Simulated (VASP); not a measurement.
Method: PBEsol GGA, VASP's PBE PAW potentials (set 64) (plane waves; VASP 6.6.1).

A VASP calculation is set up with these files.

**POSCAR**
```
CoC
1
    0.0000000000     1.9792773558     1.9792773558
    1.9792773558     0.0000000000     1.9792773558
    1.9792773558     1.9792773558     0.0000000000
Co C
1 1
Direct
  0.0000000000   0.0000000000   0.0000000000
  0.5000000000   0.5000000000   0.5000000000
```

### INCAR
```
PREC  =  Accurate
LMAXMIX  =  4
LORBIT  =  11
EDIFF  =  1E-7   # SCF stop (eV)
ENCUT  =  520   # plane-wave cut-off (eV)
SIGMA  =  0.05   # width (eV)
SYSTEM  =  CoC
LWAVE  =  .FALSE.
ICHARG  =  11   # fixed density
ISMEAR  =  0   # Gaussian
ALGO  =  Normal
LASPH  =  .TRUE.   # aspherical one-centre terms
NELM  =  100
LREAL  =  .FALSE.
LCHARG  =  .FALSE.
GGA  =  PS
```

File KPOINTS:
```
k-points along high-symmetry lines
15
Line-mode
Reciprocal
  0.000000   0.000000   0.000000 ! GAMMA
  0.500000   0.000000   0.500000 ! X

  0.500000   0.000000   0.500000 ! X
  0.625000   0.250000   0.625000 ! U

  0.375000   0.375000   0.750000 ! K
  0.000000   0.000000   0.000000 ! GAMMA

  0.000000   0.000000   0.000000 ! GAMMA
  0.500000   0.500000   0.500000 ! L

  0.500000   0.500000   0.500000 ! L
  0.500000   0.250000   0.750000 ! W

  0.500000   0.250000   0.750000 ! W
  0.500000   0.000000   0.500000 ! X
```

POTCAR, in this order: Co C (PBE.64 set). Program: vasp_std. Read from the step before: CHGCAR.

What VASP printed:

**OUTCAR**
```
 ion  position               nearest neighbor table
   1  0.000  0.000  0.000-   2 1.98   2 1.98   2 1.98   2 1.98   2 1.98   2 1.98
   2  0.500  0.500  0.500-   1 1.98   1 1.98   1 1.98   1 1.98   1 1.98   1 1.98
  LATTYP: Found a face centered cubic cell.
 ALAT       =     3.9585547116
 Subroutine PRICEL returns:
 Original cell was already a primitive cell.
 Subroutine GETGRP returns: Found 48 space group operations
The static configuration has the point symmetry O_h .
The dynamic configuration has the point symmetry O_h .
 Subroutine INISYM returns: Found 48 space group operations
   k-points           NKPTS =     90   k-points in BZ     NKDIM =     90   number of bands    NBANDS=     10
   number of dos      NEDOS =    301   number of ions     NIONS =      2
   total plane-waves  NPLWV =  13824
   dimension x,y,z NGX =    24 NGY =   24 NGZ =   24
   dimension x,y,z NGXF=    48 NGYF=   48 NGZF=   48
   ions per type =               1   1
   PREC   = accura    normal or accurate (medium, high low for compatibility)
   ISTART =      0    job   : 0-new  1-cont  2-samecut
   ICHARG =     11    charge: 1-file 2-atom 10-const
   ISPIN  =      1    spin polarized calculation?
   LNONCOLLINEAR =      F non collinear calculations
   LSORBIT =      F    spin-orbit coupling
   INIWAV =      1    electr: 0-lowe 1-rand  2-diag
   ENCUT  =  520.0 eV  38.22 Ry    6.18 a.u.   5.20  5.20  5.20*2*pi/ulx,y,z
   NELM   =    100;   NELMIN=  2; NELMDL= -5     # of ELM steps
   EDIFF  = 0.1E-06   stopping-criterion for ELM
   LREAL  =      F    real-space projection
   NLSPLINE    = F    spline interpolate recip. space projectors
   LMAXMIX     =    4 max onsite mixed and CHGCAR
   VOSKOWN=      0    Vosko Wilk Nusair interpolation
   EDIFFG = 0.1E-05   stopping-criterion for IOM
   NSW    =      0    number of steps for IOM
   NBLOCK =      1;   KBLOCK =      1    inner block; outer block
   IBRION =     -1    ionic relax: 0-MD 1-quasi-New 2-CG
   NFREE  =      0    steps in history (QN), initial steepest desc. (CG)
   ISIF   =      2    stress and relaxation
   ISYM   =      2    0-nonsym 1-usesym 2-fastsym
   TEIN   =    0.0    initial temperature
   TEBEG  =    0.0;   TEEND  =   0.0 temperature during run
...
```

OSZICAR:
```
       N       E                     dE             d eps       ncg     rms          rms(c)
DAV:   1     0.480748652350E+02    0.48075E+02   -0.62994E+03  1800   0.154E+03
DAV:   2    -0.116357409869E+02   -0.59711E+02   -0.56709E+02  1992   0.239E+02
DAV:   3    -0.141629276057E+02   -0.25272E+01   -0.23687E+01  1994   0.546E+01
DAV:   4    -0.142168443330E+02   -0.53917E-01   -0.53829E-01  2032   0.747E+00
DAV:   5    -0.142181611919E+02   -0.13169E-02   -0.13168E-02  2046   0.128E+00
DAV:   6    -0.142182370944E+02   -0.75903E-04   -0.75902E-04  2546   0.254E-01
DAV:   7    -0.142182379451E+02   -0.85071E-06   -0.85177E-06  2122   0.249E-02
DAV:   8    -0.142182379824E+02   -0.37346E-07   -0.36066E-07  1544   0.336E-03
   1 F= -.14218238E+02 E0= -.14217331E+02  d E =-.181313E-02
```

File OUTCAR:
```
 val. band max:       10.8306619743   @ k =   0.6071   0.2143   0.6071

 cond. band min:      10.8708853160   @ k =   0.4286   0.0000   0.4286



 k-point     1 :       0.0000    0.0000    0.0000
  band No.  band energies     occupation
      1      -4.5758      2.00000
      2       8.6543      2.00000
      3       8.6543      2.00000
      4       8.6543      2.00000
      5       9.0770      2.00000
      6       9.0770      2.00000
      7      12.5016      0.00000
      8      12.5016      0.00000
      9      12.5016      0.00000
     10      24.2033      0.00000

 k-point     2 :       0.0357    0.0000    0.0357
  band No.  band energies     occupation
      1      -4.5327      2.00000
      2       8.6326      2.00000
      3       8.6390      2.00000
      4       8.6390      2.00000
      5       8.9061      2.00000
      6       9.0847      2.00000
      7      12.5176      0.00000
      8      12.5176      0.00000
      9      12.6449      0.00000
     10      24.2690      0.00000

 k-point     3 :       0.0714    0.0000    0.0714
  band No.  band energies     occupation
      1      -4.4042      2.00000
      2       8.4717      2.00000
      3       8.5690      2.00000
      4       8.5977      2.00000
      5       8.5977      2.00000
      6       9.1073      2.00000
      7      12.5586      0.00000
      8      12.5586      0.00000
      9      12.9963      0.00000
     10      24.4612      0.00000

 k-point     4 :       0.1071    0.0000    0.1071
  band No.  band energies     occupation
      1      -4.1933      2.00000
      2       7.9047      2.00000
      3       8.4675      2.00000
      4       8.5424      2.00000
      5       8.5424      2.00000
      6       9.1437      2.00000
      7      12.6053      0.00000
      8      12.6053      0.00000
      9      13.4247      0.00000
     10      24.7643      0.00000

 k-point     5 :       0.1429    0.0000    0.1429
  band No.  band energies     occupation
...
```

The density is held fixed in this step, so its total energy and stress have no physical meaning.

The structure was generated: CoC was put into the rock salt type (Fm-3m), which need not be its known phase. It was relaxed first, which changed the volume by -25 %. The run is not spin-polarised, so no magnetic state was tried. The electron count is odd and the run is not spin-polarised, which forces a metal.
